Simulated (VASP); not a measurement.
Input:

```
Cd4Se3Te
1.0
    6.17938     0.00000     0.00000
    0.00000     6.17938     0.00000
    0.00000     0.00000     6.17938
Cd Te Se
4 1 3
Direct
  0.99156   0.99156   0.99156
  0.50844   0.50844   0.99156
  0.50844   0.99156   0.50844
  0.99156   0.50844   0.50844
  0.25000   0.25000   0.25000
  0.75000   0.75000   0.25000
  0.75000   0.25000   0.75000
  0.25000   0.75000   0.75000
```

These are PBEsol GGA, VASP's PBE PAW potentials (set 64) (plane waves; VASP) values and carry that method's errors. Settings: 400 eV cut-off, Gaussian smearing of 0.050 eV, potentials Cd Te Se.

Unless said otherwise, spin-orbit coupling is left out, though it shifts the bands of the heavy elements here.

### Question
Give the energies of bands 27 to 40 at the high-symmetry points, in eV from the valence-band maximum.

### Answer

```csv
band,Γ,X,M,R
27,-4.23,-2.85,-3.71,-4.44
28,-2.01,-2.56,-3.58,-4.44
29,-2.01,-2.35,-2.34,-1.06
30,-2.01,-2.35,-2.17,-1.06
31,-1.84,-2.33,-2.17,-0.92
32,-1.84,-2.17,-1.95,-0.92
33,-1.84,-1.27,-1.09,-0.92
34,0.00,-1.27,-0.94,-0.50
35,0.00,-0.89,-0.63,-0.50
36,0.00,-0.89,-0.63,-0.50
37,0.42,2.96,3.36,1.90
38,2.83,3.20,3.36,1.90
39,2.86,3.77,3.38,1.90
40,2.86,3.80,3.84,2.73
```

The gap is direct, 0.42 eV, from the valence maximum at Γ to the conduction minimum at Γ.

The structure was generated: Cd4Se3Te was put into an ordered model structure (P-43m), which need not be its known phase. It was relaxed first.
